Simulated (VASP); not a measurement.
VASP runs on Si2Ag (space group Cmcm) share one base input (PBE GGA, plane waves, VASP's PBE PAW potentials (set 64)) and change the settings named in each case.

**KPOINTS**
```
kpoints
0
G
5 5 5
0 0 0
```

POSCAR:
```
Si2Ag
1
    1.7925490000    -7.0740820000     0.0000000000
    1.7925490000     7.0740820000     0.0000000000
    0.0000000000     0.0000000000     3.5274290000
Si Ag
4 2
Direct
  0.9390000000   0.0610000000   0.2500000000
  0.0610000000   0.9390000000   0.7500000000
  0.2500000000   0.7500000000   0.2500000000
  0.7500000000   0.2500000000   0.7500000000
  0.6040000000   0.3960000000   0.2500000000
  0.3960000000   0.6040000000   0.7500000000
```

### INCAR
```
ALGO = Normal
EDIFF = 1E-6
ENCUT = 300
GGA = PE
ISIF = 2
ISMEAR = -1
LASPH = .True.
LCHARG = .False.
LMAXMIX = 4
LREAL = .False.
LWAVE = .False.
NELM = 100
PREC = Accurate
SIGMA = 0.1
SYSTEM = Si2Ag
```

POTCAR, in this order: Si Ag (PBE.64 set). Program: vasp_std.

```csv
change,E(σ→0) (eV/atom),pressure (GPa),largest force (eV/Å),−TS (eV)
base run,-3.8731,17.54,0.103,-0.0864
"GGA removed, POTCAR Si Ag (LDA.64 set)",-4.7089,(withheld),(withheld),(withheld)
"GGA_COMPAT = .FALSE., LNONCOLLINEAR = .TRUE., LSORBIT = .TRUE., MAGMOM = 0.0 0.0 0.0 0.0 0.0 0.0 0.0 0.0 0.0 0.0 0.0 0.0 0.0 0.0 0.0 0.0 0.0 0.0, program vasp_ncl",-3.8830,17.53,0.101,-0.0864
KPOINTS 1×1×1 Γ-centred mesh,-1.7662,37.00,1.070,-0.2421
```

Task: Complete the blanks.

Result: 
- GGA removed, POTCAR Si Ag (LDA.64 set), pressure (GPa): 10.42
- GGA removed, POTCAR Si Ag (LDA.64 set), largest force (eV/Å): 0.088
- GGA removed, POTCAR Si Ag (LDA.64 set), −TS (eV): -0.0879

Energies of different potentials or functionals have different zeros.  At 300 eV the pressure can carry a Pulay error.

Left out are runs that ran out of time, are held back, or changed the cell or the kind of run, fixed moments of cells without a moment, rows past the twelfth, gaps on odd meshes, pressures of charged cells and columns that move by less than the noise.

The structure was generated: Si2Ag was put into an ordered model structure, which need not be its known phase. The cell was not relaxed at this level, forces remain on its atoms.
